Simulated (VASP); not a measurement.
Crystal: NaMg6V.

```xyz
8
Lattice="5.1511 0.0000 0.0000 0.0000 3.2896 5.4127 0.0000 -3.2896 5.4127" Properties=species:S:1:pos:R:3 pbc="T T T"
V     2.5755    0.0000    9.0537
Mg    0.0000    0.0000    1.7633
Mg    0.0000    0.0000    7.2649
Mg    0.0000    1.7380    4.4700
Mg    0.0000   -1.7380    4.4700
Mg    2.5755    1.6333    6.3234
Mg    2.5755   -1.6333    6.3234
Na    2.5755    0.0000    3.6326
```

The cell comes from a database or a generator and needn't be the stable form of this composition.

| Property | Result |
| --- | --- |
| Program | VASP 6.6.1 |
| Task | single point |
| Functional | PBE |
| Potentials or basis | VASP PAW PBE potentials, release 64 (V_sv, Mg, Na_pv) |
| Cutoff | 520 eV |
| k mesh | 5 × 5 × 5 |
| Occupations | fermi-dirac, width 0.05 eV |
| Spin | collinear spin, ferromagnetic start |
| Starting moments | [2.0, 0.0, 0.0, 0.0, 0.0, 0.0, 0.0, 0.0] μB |

On this cell: pressure -0.3 GPa; largest force 0.070 eV/Å; net moment 3.48 μB per cell; site moments V +2.77; Mg -0.00, +0.00, -0.01; Na -0.00 μB; band gap on the k mesh none (metal or under the smearing width).

The same run follows on a disturbed copy (atoms moved at random, drawn with an rms of 0.05 Å):

```
V Mg Na
1.0
     5.15109    0.00000    0.00000
     0.00000    3.28955    5.41266
     0.00000   -3.28955    5.41266
V Mg Na
1 6 1
Direct
  0.49015 0.83600 0.82748
  0.99034 0.16216 0.15137
  0.99204 0.68115 0.66386
  0.00062 0.67306 0.15552
  0.00221 0.14599 0.67640
  0.50107 0.82477 0.33589
  0.50204 0.32875 0.82833
  0.50275 0.33706 0.33499
```

Problem. What changes?

Solution. The energy (extrapolated to zero smearing) moves by +4.8 meV/atom; pressure -0.2 GPa; largest force 0.219 eV/Å; net moment 3.47 μB per cell; site moments V +2.77; Mg -0.00, +0.00, -0.01; Na -0.00 μB; band gap on the k mesh none (metal or under the smearing width).

Forces in eV/Å, atoms in the order of the input:
```
V    0.113 -0.115  0.122
Mg   0.162 -0.042  0.094
Mg   0.068 -0.165 -0.127
Mg  -0.020  0.124 -0.174
Mg  -0.048  0.054 -0.044
Mg  -0.104  0.109  0.122
Mg  -0.107  0.038  0.152
Na  -0.066 -0.004 -0.144
```

Stress tensor (GPa, compression positive):
```
-0.17 -0.03  0.00
-0.03 -0.89  0.04
 0.00  0.04  0.34
```
